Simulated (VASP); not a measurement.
Given:

```
CELL_PARAMETERS angstrom
      0.00000     3.13475     3.13475
      3.13475     0.00000     3.13475
      3.13475     3.13475     0.00000
ATOMIC_POSITIONS crystal
  Mn 0.00000 0.00000 0.00000
  V  0.50000 0.50000 0.50000
  V  0.25000 0.25000 0.25000
  V  0.75000 0.75000 0.75000
```
Starting moments (μB, in the order of the record's atoms Mn V V V): 4.0 2.0 2.0 2.0.

Computed with PBEsol GGA, VASP's PBE PAW potentials (set 64) (plane waves; VASP 6.6.1). Run with 300 eV cut-off, 5×5×5 Γ-centred mesh, Fermi-Dirac smearing of 0.10 eV, potentials Mn_pv V_sv.

At this cut-off the stress carries a Pulay error, which pulls relaxed volumes low. The moments were started parallel, and other spin orders were not tried in this run.

Question: Give the stress tensor in GPa (positive for a compressed cell).

Answer: 
```
-33.85    0.00    0.00
  0.00  -33.85    0.00
  0.00    0.00  -33.85
```
The pressure is its mean diagonal, -33.85 GPa.

The structure was generated: MnV3 was put into an ordered model structure, which need not be its known phase. The cell was not relaxed at this level. The k-mesh is coarse (spacing up to 0.35 per Å, 2π included), so the numbers may not be converged in it.
